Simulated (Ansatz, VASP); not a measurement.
# Ba (Barium) in two plane-wave programs

Wanted: the spread between two codes on one cell, functional and k mesh. The cell is taken from a series of VASP runs on this material, whose earlier steps may have relaxed, scaled or displaced it; both programs get it as it stands.

Main program and level: Ansatz 0.2.0; plane waves, with VASP 6.6.1 beside it; band structure at r2SCAN.

### 1. The structure

Symmetry: Im-3m, No. 229, cubic system. The conventional cell has a = 5.045 Å, b = 5.045 Å, c = 5.045 Å, α = 90.00°, β = 90.00°, γ = 90.00°. Ba has 8 Ba at 4.37 Å nearest.

As a file:

```cif
data_structure
_symmetry_space_group_name_H-M 'Im-3m'
_symmetry_Int_Tables_number 229
_cell_length_a 5.0447
_cell_length_b 5.0447
_cell_length_c 5.0447
_cell_angle_alpha 90.000
_cell_angle_beta 90.000
_cell_angle_gamma 90.000
_cell_volume 128.38
loop_
_atom_site_label
_atom_site_type_symbol
_atom_site_symmetry_multiplicity
_atom_site_Wyckoff_symbol
_atom_site_fract_x
_atom_site_fract_y
_atom_site_fract_z
_atom_site_occupancy
Ba1 Ba 2 a 0.00000 0.00000 0.00000 1
```

### 2. VASP: band structure, r2SCAN

A single point gives forces, pressure and levels at one fixed geometry, so differences don't come from the geometry; what else differs is listed under the comparison.

Lines of VASP's logs that name or quote its potential files are left out, and so is its time.

Contents of INCAR:

```
SYSTEM = Ba
PREC = Accurate
ENCUT = 400
EDIFF = 1E-06
NELM = 100
ISMEAR = 1
SIGMA = 0.2
LREAL = .FALSE.
ALGO = Normal
METAGGA = R2SCAN
LASPH = .TRUE.
NBANDS = 16
LORBIT = 11
LWAVE = .FALSE.
LCHARG = .FALSE.
KPAR = 2
```

Contents of POSCAR:

```
Ba
1.0
   -2.5223288083      2.5223288083      2.5223288083
    2.5223288083     -2.5223288083      2.5223288083
    2.5223288083      2.5223288083     -2.5223288083
Ba
1
Direct
    0.0000000000      0.0000000000      0.0000000000
```

Contents of KPOINTS:

```
Automatic mesh
0
Gamma
6 6 6
0 0 0
```

Contents of KPOINTS_OPT:

```
Line mode
16
Line-mode
Reciprocal
  0.00000000   0.00000000   0.00000000 GAMMA
  0.50000000  -0.50000000   0.50000000 H

  0.50000000  -0.50000000   0.50000000 H
  0.00000000   0.00000000   0.50000000 N

  0.00000000   0.00000000   0.50000000 N
  0.00000000   0.00000000   0.00000000 GAMMA

  0.00000000   0.00000000   0.00000000 GAMMA
  0.25000000   0.25000000   0.25000000 P

  0.25000000   0.25000000   0.25000000 P
  0.50000000  -0.50000000   0.50000000 H

  0.25000000   0.25000000   0.25000000 P
  0.00000000   0.00000000   0.50000000 N
```

Potentials, in the order of the species: Ba_sv (PBE family, release 64).

Run with:

```sh
mpirun -np 2 vasp_std
```

Numbers of over 12 decimals in the logs are rounded to 6 here.

Output:

```text
[banner, memory and clock lines left out]
running    2 mpi-ranks, on    1 nodes
 distrk:  each k-point on    1 cores,    2 groups
 distr:  one band on    1 cores,    1 groups

 POSCAR found type information on POSCAR Ba
 POSCAR found :  1 types and       1 ions
|                                                                             |
|               ----> ADVICE to this user running VASP <----                  |
|                                                                             |
|     You enforced a specific xc type in the INCAR file but a different       |
|     [... a line on the potential file left out ...]
|     I HOPE YOU KNOW WHAT YOU ARE DOING!                                     |
|                                                                             |

 LDA part: xc-table for (None), standard interpolation
 POSCAR, INCAR and KPOINTS ok, starting setup
 FFT: planning ... GRIDC
 FFT: planning ... GRID_SOFT
 FFT: planning ... GRID
 WAVECAR not read
 entering main loop
       N       E                     dE             d eps       ncg     rms          rms(c)
DAV:   1     0.159945435523E+02    0.15995E+02   -0.35501E+03   512   0.426E+02
DAV:   2    -0.274705102354E+02   -0.43465E+02   -0.41940E+02   696   0.107E+02
DAV:   3    -0.291993940538E+02   -0.17289E+01   -0.17192E+01   672   0.186E+01
DAV:   4    -0.292382817132E+02   -0.38888E-01   -0.38871E-01   656   0.258E+00
DAV:   5    -0.292395315688E+02   -0.12499E-02   -0.12498E-02   624   0.350E-01    0.153E+00
DAV:   6    -0.264123416349E+02    0.28272E+01   -0.11001E+00   752   0.357E+00    0.138E+00
DAV:   7    -0.264127824362E+02   -0.44080E-03   -0.48481E-02   528   0.113E+00    0.143E+00
DAV:   8    -0.264166758706E+02   -0.38934E-02   -0.31282E-02   616   0.982E-01    0.674E-01
DAV:   9    -0.264230575776E+02   -0.63817E-02   -0.15173E-03   648   0.264E-01    0.590E-01
DAV:  10    -0.264297235749E+02   -0.66660E-02   -0.33369E-03   536   0.406E-01    0.265E-01
DAV:  11    -0.264298338969E+02   -0.11032E-03   -0.47179E-05   704   0.367E-02    0.253E-01
DAV:  12    -0.264301578998E+02   -0.32400E-03   -0.11831E-04   528   0.717E-02    0.194E-01
DAV:  13    -0.264306186756E+02   -0.46078E-03   -0.28342E-04   576   0.107E-01    0.105E-01
DAV:  14    -0.264308112994E+02   -0.19262E-03   -0.11662E-04   568   0.667E-02    0.525E-02
DAV:  15    -0.264308763320E+02   -0.65033E-04   -0.12030E-04   552   0.642E-02    0.253E-03
DAV:  16    -0.264308772486E+02   -0.91658E-06   -0.28287E-06   672   0.768E-03
   1 F= -.26430877E+02 E0= -.26430396E+02  d E =-.144491E-02
 Start KPOINTS_OPT (optional k-point list driver)
k-point batch [1-16\96]
       N       E                     dE             ncg
DAV:   1    -0.138558739462E+04   -0.42650E+04      512
DAV:   2    -0.211488345064E+04   -0.72930E+03      712
DAV:   3    -0.214134138692E+04   -0.26458E+02      640
DAV:   4    -0.214186274088E+04   -0.52135E+00      656
DAV:   5    -0.214187458960E+04   -0.11849E-01      648
DAV:   6    -0.214187478885E+04   -0.19926E-03      664
DAV:   7    -0.214187479819E+04   -0.93368E-05      512
DAV:   8    -0.214187479876E+04   -0.56854E-06      424
[...]
k-point batch [81-96\96]
       N       E                     dE             ncg
DAV:   1    -0.136453756777E+04   -0.55439E+04      512
DAV:   2    -0.207828389745E+04   -0.71375E+03      688
DAV:   3    -0.210851066701E+04   -0.30227E+02      640
DAV:   4    -0.210914404290E+04   -0.63338E+00      632
DAV:   5    -0.210916020592E+04   -0.16163E-01      624
DAV:   6    -0.210916061966E+04   -0.41374E-03      672
DAV:   7    -0.210916062949E+04   -0.98323E-05      608
DAV:   8    -0.210916062968E+04   -0.18562E-06      392
```

Parts of OUTCAR (step 2):

```text
ion  position               nearest neighbor table
   1  0.000  0.000  0.000-

  LATTYP: Found a body centered cubic cell.
 ALAT       =     5.0446576166

 Subroutine GETGRP returns: Found 48 space group operations
 (whereof 48 operations were pure point group operations)

The static configuration has the point symmetry O_h .

 Found     16 irreducible k-points:

   k-points           NKPTS =     16   k-points in BZ     NKDIM =     16   number of bands    NBANDS=     16

   dimension x,y,z NGX =    28 NGY =   28 NGZ =   28
   dimension x,y,z NGXF=    56 NGYF=   56 NGZF=   56

   ENCUT  =  400.0 eV  29.40 Ry    5.42 a.u.   7.12  7.12  7.12*2*pi/ulx,y,z

   NELECT =      10.0000    total number of electrons

 k-points in reciprocal lattice and weights: Automatic mesh
   0.00000000  0.00000000  0.00000000       0.005
   0.16666667  0.00000000  0.00000000       0.056
   0.33333333  0.00000000  0.00000000       0.056
   0.50000000  0.00000000  0.00000000       0.028
   0.16666667  0.16666667  0.00000000       0.111
   0.33333333  0.16666667 -0.00000000       0.222
   0.33333333  0.33333333  0.00000000       0.037
   0.16666667  0.16666667  0.16666667       0.037
   0.33333333  0.16666667  0.16666667       0.056
[...]
0.50000000  0.50000000  0.33333333       0.056
   0.50000000  0.50000000  0.50000000       0.005

 average (electrostatic) potential at core
       1 -44.6664

 E-fermi :   1.6962

 k-point     1 :       0.0000    0.0000    0.0000
  band No.  band energies     occupation
      1     -28.2886      2.00000
      2     -12.8296      2.00000
      3     -12.8296      2.00000
      4     -12.8296      2.00000
      5      -1.2086      2.00000
      6       3.7817     -0.00000
      7       3.7817     -0.00000
      8       3.7817     -0.00000
      9       5.1013     -0.00000
     10       5.1013     -0.00000
    ...

 k-point     2 :       0.1667    0.0000    0.0000
  band No.  band energies     occupation
      1     -28.2779      2.00000
      2     -12.9478      2.00000
      3     -12.8651      2.00000
      4     -12.8308      2.00000
      5      -0.6984      2.00000
      6       3.3822     -0.00000
      7       3.3927     -0.00000
      8       4.3071     -0.00000
      9       4.7743     -0.00000
     10       5.0906     -0.00000
    ...

 k-point     3 :       0.3333    0.0000    0.0000
  band No.  band energies     occupation
      1     -28.2563      2.00000
      2     -13.1711      2.00000
      3     -12.9345      2.00000
      4     -12.8332      2.00000
      5       0.3844      2.00000
      6       2.6635     -0.00000
      7       2.7897     -0.00000
      8       5.0902     -0.00000
      9       5.3274     -0.00000
     10       5.7559      0.00000
    ...

  Total        0.1028911      0.1028911      0.1028911     -0.0000000     -0.0000000     -0.0000000
  in kB        2.5681666      2.5681666      2.5681666     -0.0000000     -0.0000000     -0.0000000
  external PRESSURE =       2.5681666 kB  Pullay stress =       0.0000000 kB

  energy-cutoff  :      400.00
  volume of cell :       64.19
      direct lattice vectors                 reciprocal lattice vectors
    -2.522328808  2.522328808  2.522328808     0.000000000  0.198229509  0.198229509
     2.522328808 -2.522328808  2.522328808     0.198229509  0.000000000  0.198229509
     2.522328808  2.522328808 -2.522328808     0.198229509  0.198229509  0.000000000

 POSITION                                       TOTAL-FORCE (eV/Angst)
 -----------------------------------------------------------------------------------
      0.00000      0.00000      0.00000         0.000000     -0.000000      0.000000
 -----------------------------------------------------------------------------------
    total drift:                                0.000000      0.000000      0.000000

  FREE ENERGIE OF THE ION-ELECTRON SYSTEM (eV)
  ---------------------------------------------------
  free  energy   TOTEN  =       -26.4308772486 eV

  energy  without entropy=      -26.4294323361  energy(sigma->0) =      -26.43039561

 total charge
# of ion       s       p       d       tot
------------------------------------------
    1        2.068   5.569   0.256   7.893

[... 3 further parts left out ...]
```

Harder data sets than Ba_sv exist (the GW ones), and pressures, volumes and forces can shift noticeably with them.

### 3. Ansatz: band structure, r2SCAN

Ansatz runs on its default PAW (the set named soft_2) files.

The same cell, functional, mesh and smearing now go to Ansatz, which takes its cutoff from its data sets.

Contents of input.yaml:

```yaml
crystal:
  lattice:
    - [-2.5223288083, 2.5223288083, 2.5223288083]
    - [2.5223288083, -2.5223288083, 2.5223288083]
    - [2.5223288083, 2.5223288083, -2.5223288083]
  atoms:
    - { symbol: Ba, position: [0.0, 0.0, 0.0] }
hamiltonian:
  xc: r2scan
  pseudopotentials: { kind: paw }
kpoints:
  mp_grid: { grid: [6, 6, 6] }
  band_path:
    path:
      - [0.0, 0.0, 0.0]
      - [0.1, -0.1, 0.1]
      - [0.2, -0.2, 0.2]
      - [0.3, -0.3, 0.3]
      - [0.43333, -0.43333, 0.43333]
      - [0.5, -0.5, 0.5]
      - [0.4, -0.4, 0.5]
      - [0.3, -0.3, 0.5]
      - [0.16667, -0.16667, 0.5]
      - [0.06667, -0.06667, 0.5]
      - [0.0, 0.0, 0.5]
      - [0.0, 0.0, 0.36667]
      - [0.0, 0.0, 0.26667]
      - [0.0, 0.0, 0.16667]
      - [0.0, 0.0, 0.06667]
      - [0.01667, 0.01667, 0.01667]
      - [0.06667, 0.06667, 0.06667]
      - [0.11667, 0.11667, 0.11667]
      - [0.16667, 0.16667, 0.16667]
      - [0.23333, 0.23333, 0.23333]
      - [0.26667, 0.2, 0.26667]
      - [0.31667, 0.05, 0.31667]
      - [0.38333, -0.15, 0.38333]
      - [0.43333, -0.3, 0.43333]
      - [0.48333, -0.45, 0.48333]
      - [0.23333, 0.23333, 0.26667]
      - [0.16667, 0.16667, 0.33333]
      - [0.11667, 0.11667, 0.38333]
      - [0.06667, 0.06667, 0.43333]
      - [0.0, 0.0, 0.5]
    npoints: 1
scf:
  occupations: { method: methfessel_paxton, width: 0.2 }
  n_extra_bands: 6
output:
  forces: true
  stress: true
  eigenvalues: true
```

Run with:

```sh
ansatz run input.yaml --threads 2 --pin off --max-ram 4608MiB --backend cpu --events-out ev --progress --plain --runs-dir out
```

Output:

```text
scf.n_extra_bands = 6 over 5 filled bands (N_el = 10.0): the run solves 11 bands
Engine: ansatz 0.2.0, aarch64-unknown-linux-gnu
Pseudopotentials: kind: paw
Pseudopotential: Ba, paw, valence charge 10, recommended cutoff 500 eV (meta_gga), Ba.paw.azcp
Functional definition: r2SCAN
  parameter k0 = 0.174
  parameter k1 = 0.065
  parameter a1 = 4.9479
  exchange = r2scan_x(k0 = k0, k1 = k1, a1 = a1)
  correlation = r2scan_c
Crystal: 1 atoms, lattice volume = 64.190 Å³
Basis set: ecut = 500 eV, 1601 PW (Γ), exchange–correlation on 128×128×128 points (64 copies of the dense FFT grid, shifted against one another)
Bands: 11, of which v1, the nominal top of the filled ones, is band 5 counted from 1 (4 counted from 0)
Symmetry: 48 space group operations
Space group: Im-3m (ITA 229), of the structure as read, at distance tolerance 4.0e-5 Å
k-points: 16 of 216
Non-local potential: Ba, projectors of the file, l = 0: 3, l = 1: 2, l = 2: 2, l = 3: 2
PAW form: soft (Blöchl's): semilocal exchange-correlation on the pseudo side does not see the compensation charge
PAW frozen core: Ba, regenerated for the run's functional (the file was generated under x = pbe(κ = 0.804, μ = 0.219515), c = pbe(β = 0.066725))
PAW one-centre angular grid: Ba, 302 points (default); XC on 160 Gauss nodes
Initial density: superposition of atomic densities (neutral atoms: chi_scale 0, normalization atom), corrected by the library's trained network
Initial wavefunctions: pseudopotential atomic-orbital guess
Functional: x = r2scan, c = r2scan; τ floored in thin density (d = 2e-4 eV/Å³)
SCF iter   1: F=—  HF=-5964.410014 eV  |F-HF|=—  |Δ(HF+E_count)|=         —  Δρ=2.98e-3  dr2=1.11e-2  dr2_τ=1.08e-3  ethr=1.77e-3  ⟨swp⟩=7.6  Hψ=1561  notcnv=0
preconditioner: auto → Kerker (q_TF=auto, 2.001 Å⁻¹)  [metal: Δε(μ)=0.072 eV  Ē_g=4.089 eV  σ=0.200 eV  W_gap=0.29  n_scr=12 (ndim 8)  ℏωp=6.6 eV  f_vac=0.000  D(μ)=1.48/eV (n_scr^D=12)]
SCF iter   2: F=—  HF=-5964.457698 eV  |F-HF|=—  |Δ(HF+E_count)|=   4.77e-2  S|Δr|=    0.00e0  Δρ=1.90e-3  dr2=4.78e-3  dr2_τ=1.48e-4  ethr=1.11e-4  ⟨swp⟩=2.1  Hψ=453  notcnv=0  defer=12
SCF iter   3: F=—  HF=-5964.456836 eV  |F-HF|=—  |Δ(HF+E_count)|=   8.62e-4  S|Δr|=    0.00e0  Δρ=5.28e-4  dr2=3.99e-4  dr2_τ=1.37e-5  ethr=4.78e-5  ⟨swp⟩=2.1  Hψ=264  notcnv=0  defer=12
SCF iter   4: F=—  HF=-5964.457053 eV  |F-HF|=—  |Δ(HF+E_count)|=   2.17e-4  S|Δr|=    0.00e0  Δρ=1.48e-4  dr2=2.24e-5  dr2_τ=2.55e-7  ethr=3.99e-6  ⟨swp⟩=2.2  Hψ=239  notcnv=0  defer=12
SCF iter   5: F=—  HF=-5964.457053 eV  |F-HF|=—  |Δ(HF+E_count)|=   7.14e-7  S|Δr|=    0.00e0  Δρ=2.71e-5  dr2=5.42e-7  dr2_τ=4.17e-8  ethr=2.24e-7  ⟨swp⟩=2.5  Hψ=247  notcnv=0  defer=12
SCF iter   6: F=-5964.457053 eV  HF=-5964.457053 eV  |F-HF|=4.41e-8  |Δ(HF+E_count)|=   7.91e-7  S|Δr|=    0.00e0  Δρ=8.73e-6  dr2=6.06e-8  dr2_τ=1.12e-9  ethr=1.00e-9  ⟨swp⟩=9.9  Hψ=1318  notcnv=0
SCF 1 converged in 6 iterations: F = -5964.457053 eV  dr2 = 6.06e-8
  greatest PAW one-centre occupation: 0.952 electrons in one spin orbital (limit 2), on the Ba atom at site 0 (counted from 0), in its partial waves of l = 0
NSCF: frozen V_eff on 30 k-points
SCF converged after 6 iterations
Stability not checked: this state was not tested for a lower state beside it, because cold or Methfessel-Paxton smearing, or corrected tetrahedra, fill the levels in a way that the test cannot read (fill_not_monotonic; see scf.lower_state_search)
Free energy (F): -5964.457053 eV
Harris-Foulkes:  -5964.457053 eV  (|F-HF|=4.41e-8)
Internal energy: -5964.455291 eV  (E = F + TS)
E sigma→0 (E₀):  -5964.456613 eV
Entropy (-TS):   -0.001763 eV (-1.763 meV/atom)
Fermi energy:    5.794899 eV
--- Per-component energies (eV) ---
  E_band       = -91.706100
  E_kinetic    = 166.246390
  E_local      = -380.241831  (includes V_loc(G=0)·N_el)
  E_nonlocal   = 55.809660
  E_hartree    = 119.652053
  E_xc         = -155.009074
  E_vxc        = -144.708654  (∫ρ·V_xc dr)
  E_paw        = -5251.585202  (= ΣΔE_a)
  E_vpaw       = -35.302313  (= ΣTr[D̂ρ^β])
  E_aug_tail   = -0.000001  (compensation charges beyond the density's cutoff)
  E_vtau       = 7.186596  (kinetic-family band-sum trace: ∫τ·v_τ [+ j·A + Jᵃ·Aᵃ] dr)
  E_ewald      = -519.397702
  E_core_change = 0.070416  (= ΣΔE_core)
  E_smearing   = -0.001763  (= −TS)
  E_closure    = 0.000000  (closes the sum)
  Σ components = -5964.457053   (vs F -5964.457053, Δ=0.00e0)
--- Forces (eV/Å), atoms counted from 1 ---
  atom   1  Ba     0.00000000     0.00000000     0.00000000
  max |Σ_I F_I| component: 7.96e-33 eV/Å
--- Stress (GPa, compression-positive) ---
        0.199933      -0.000000       0.000000
        0.000000       0.199933       0.000000
       -0.000000       0.000000       0.199933
  P = ⅓ Tr σ = 0.1999 GPa (1.999 kbar)
--- Band table (eV; the first three rows and the last of 16) ---
  k-point 0: bands = [... 1 lower, -8.7197, -8.7197, -8.7197, 2.9177, 7.8871, 7.8871, 7.8871, 9.2019, ... 2 higher]
  k-point 1: bands = [... 1 lower, -8.8377, -8.7551, -8.7209, 3.4257, 7.4647, 7.4742, 8.3839, 8.8431, ... 2 higher]
  k-point 2: bands = [... 1 lower, -9.0608, -8.8245, -8.7233, 4.5025, 6.7452, 6.8896, 9.1802, 9.3313, ... 2 higher]
  k-point 15: bands = [... 1 lower, -9.0217, -9.0217, -9.0217, 5.1726, 5.1726, 10.0617, 10.0617, 10.0617, ... 2 higher]
```

Wall time 3.9 s (2 threads of Arm Neoverse N1, shared host); peak memory 0.42 GiB; 7 s of CPU time.

### 4. Side by side

Known differences besides the potentials themselves: VASP keeps PBE cores, Ansatz makes them for the functional; the cutoff is 500 eV in Ansatz and 400 eV in VASP. Total energies have different zeros and are not compared.

The two programs side by side:

| quantity | Ansatz | VASP | difference |
| --- | --- | --- | --- |
| pressure (GPa) | 0.20 | 0.26 | -0.06 |

Levels from 3 eV below to 2 eV above the Fermi level differ by 15 meV r.m.s. and 56 meV at most; each VASP level is matched to the nearest of Ansatz, which flatters the figure a little.

### 5. Results

| Property | Result |
| --- | --- |
| r.m.s. difference of levels near the Fermi level (band structure, r2SCAN) | 15 meV |

In words: The r.m.s. difference of levels near the Fermi level is 15 meV (band structure, r2SCAN), within the 80 meV picked in this series as the mark of a large difference. How closely two codes agree says nothing of how well the functional describes the real material.

[Lines on the potential files, build, host, timing and source positions are cut from VASP's logs without a mark.]

[Logs are printed without paths, hosts, clocks, repeated set-up lines and the standing remarks that a program may print on its own settings, such as how far it seeks lower states.]

[Hosts, paths, dates, database ids (printed as entryN), source tags and the programs' standing remarks are cut or masked in the printed files.]
